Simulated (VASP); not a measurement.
Data:

```
CELL_PARAMETERS angstrom
      5.25278     0.00000     0.00000
      0.00000     5.25278     0.00000
      0.00000     0.00000     5.25278
ATOMIC_POSITIONS crystal
  Nb 0.25000 0.00000 0.50000
  Nb 0.50000 0.25000 0.00000
  Nb 0.50000 0.75000 0.00000
  Nb 0.75000 0.00000 0.50000
  Nb 0.00000 0.50000 0.75000
  Nb 0.00000 0.50000 0.25000
  Sn 0.50000 0.50000 0.50000
  Sn 0.00000 0.00000 0.00000
```

The numbers are results of PBEsol GGA, VASP's PBE PAW potentials (set 64) (plane waves; VASP), not measurements. Settings: 400 eV cut-off, 7×7×7 Γ-centred mesh, tetrahedra with Blöchl corrections, potentials Nb_sv Sn_d.

Unless said otherwise, spin-orbit coupling is left out, though it shifts the bands of the heavy elements here.

### Question
What does the run give for the energy per atom (σ→0), band gap (on the k-mesh) with the smallest direct gap where there is one?

### Answer

| Quantity | Value |
|---|---|
| band gap (on the k-mesh) | none (metal, semimetal or under 0.01 eV) |
| energy per atom (σ→0) | -9.486 eV/atom |

Total energies compare only between runs with the same potentials, cut-off and functional.

The compound is Nb3Sn in the A15 structure. It was relaxed first.
